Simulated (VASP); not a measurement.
All values below come from PBEsol GGA, VASP's PBE PAW potentials (set 64) (plane waves; VASP 6.6.1).

Input for VASP

**INCAR**
```
ALGO  =  Fast
EDIFF  =  1E-5
EDIFFG  =  -0.03
ENCUT  =  400
GGA  =  PS
IBRION  =  2
ISIF  =  2
ISMEAR  =  1
LASPH  =  .True.
LCHARG  =  .False.
LREAL  =  .False.
LWAVE  =  .False.
NELM  =  100
NELMIN  =  4
NSW  =  20
PREC  =  Normal
SIGMA  =  0.1
SYSTEM  =  Be
```

File KPOINTS:
```
Automatic mesh
0
Gamma
21 21 12
0 0 0
```

POSCAR:
```
Be
1
    2.2604688609     0.0000000000     0.0000000000
   -1.1302344305     1.9576232901     0.0000000000
    0.0000000000     0.0000000000     3.5513387987
Be
2
Direct
  0.6666670000   0.3333330000   0.7500000000
  0.3333330000   0.6666670000   0.2500000000
```

POTCAR, in this order: Be (PBE.64 set). Program: vasp_std.

The resulting files:

OSZICAR:
```
       N       E                     dE             d eps       ncg     rms          rms(c)
DAV:   1    -0.412450844454E+01   -0.41245E+01   -0.15447E+03  4098   0.445E+02
DAV:   2    -0.800141547655E+01   -0.38769E+01   -0.37154E+01  6264   0.524E+01
DAV:   3    -0.802371870222E+01   -0.22303E-01   -0.22296E-01  5274   0.380E+00
DAV:   4    -0.802373393767E+01   -0.15235E-04   -0.15236E-04  5910   0.104E-01
DAV:   5    -0.802373394844E+01   -0.10765E-07   -0.10881E-07  5094   0.127E-03    0.125E+00
RMM:   6    -0.800023478153E+01    0.23499E-01   -0.20727E-03  4032   0.724E-01    0.761E-01
RMM:   7    -0.799040081097E+01    0.98340E-02   -0.32756E-03  4032   0.724E-01    0.144E-02
RMM:   8    -0.799041057605E+01   -0.97651E-05   -0.15249E-04  4024   0.173E-01    0.640E-03
RMM:   9    -0.799041266688E+01   -0.20908E-05   -0.99498E-06  3335   0.333E-02
   1 F= -.79904127E+01 E0= -.79902837E+01  d E =-.799041E+01
```

**OUTCAR**
```
------------------------ aborting loop because EDIFF is reached ----------------------------------------
  FORCE on cell =-STRESS in cart. coord.  units (eV):
  Direction    XX          YY          ZZ          XY          YZ          ZX
  --------------------------------------------------------------------------------------
  Total       -0.0533732     -0.0533732      0.1100383      0.0000000      0.0000000     -0.0000000
  in kB       -5.4414472     -5.4414463     11.2184996      0.0000000      0.0000000     -0.0000000
  external PRESSURE =       0.1118687 kB  Pullay stress =       0.0000000 kB
  volume of cell :       15.72
      direct lattice vectors                 reciprocal lattice vectors
     2.260468861  0.000000000  0.000000000     0.442386098  0.255411755  0.000000000
    -1.130234431  1.957623290  0.000000000     0.000000000  0.510823510  0.000000000
     0.000000000  0.000000000  3.551338799     0.000000000  0.000000000  0.281583948
 POSITION                                       TOTAL-FORCE (eV/Angst)
 -----------------------------------------------------------------------------------
      1.13024      0.65254      2.66350        -0.000000      0.000000      0.000000
     -0.00000      1.30508      0.88783         0.000000     -0.000000      0.000000
 -----------------------------------------------------------------------------------
    total drift:                                0.000005     -0.000003      0.000007
  FREE ENERGIE OF THE ION-ELECTRON SYSTEM (eV)
  ---------------------------------------------------
  free  energy   TOTEN  =        -7.9904126669 eV

  energy  without entropy=       -7.9900258546  energy(sigma->0) =       -7.99028373

 reached required accuracy - stopping structural energy minimisation
```
(Selected blocks of OUTCAR.)

### OUTCAR
```
 val. band max:        7.0742150686   @ k =   0.3333   0.2857   0.3333

 cond. band min:       7.0932225306   @ k =   0.3333   0.2857   0.0833


 Fermi energy:         7.0750283440

 k-point     1 :       0.0000    0.0000    0.0000
  band No.  band energies     occupation
      1      -4.3114      2.00000
      2       2.6066      2.00000
      3       8.2516     -0.00000
      4      23.0919      0.00000
      5      23.0919      0.00000
      6      25.9619      0.00000

 k-point     2 :       0.0476    0.0000    0.0000
  band No.  band energies     occupation
      1      -4.2463      2.00000
      2       2.6923      2.00000
      3       8.2699     -0.00000
      4      22.5369      0.00000
      5      22.6619      0.00000
      6      25.9748      0.00000

 k-point     3 :       0.0952    0.0000    0.0000
  band No.  band energies     occupation
      1      -4.0510      2.00000
      2       2.9494      2.00000
      3       8.3218     -0.00000
      4      21.1267      0.00000
      5      21.7432      0.00000
      6      25.9594      0.00000

 k-point     4 :       0.1429    0.0000    0.0000
  band No.  band energies     occupation
      1      -3.7253      2.00000
      2       3.3770      2.00000
      3       8.3953     -0.00000
      4      19.2975      0.00000
      5      20.7164      0.00000
      6      25.8300      0.00000

 k-point     5 :       0.1905    0.0000    0.0000
  band No.  band energies     occupation
      1      -3.2691      2.00000
      2       3.9743      2.00000
      3       8.4595     -0.00000
      4      17.3779      0.00000
      5      19.7272      0.00000
      6      25.3383      0.00000

 k-point     6 :       0.2381    0.0000    0.0000
  band No.  band energies     occupation
      1      -2.6826      2.00000
      2       4.7392      2.00000
      3       8.4414     -0.00000
      4      15.6067      0.00000
      5      18.8350      0.00000
      6      23.5475      0.00000
...
```

The compound is Be in the hcp structure. It was relaxed first.
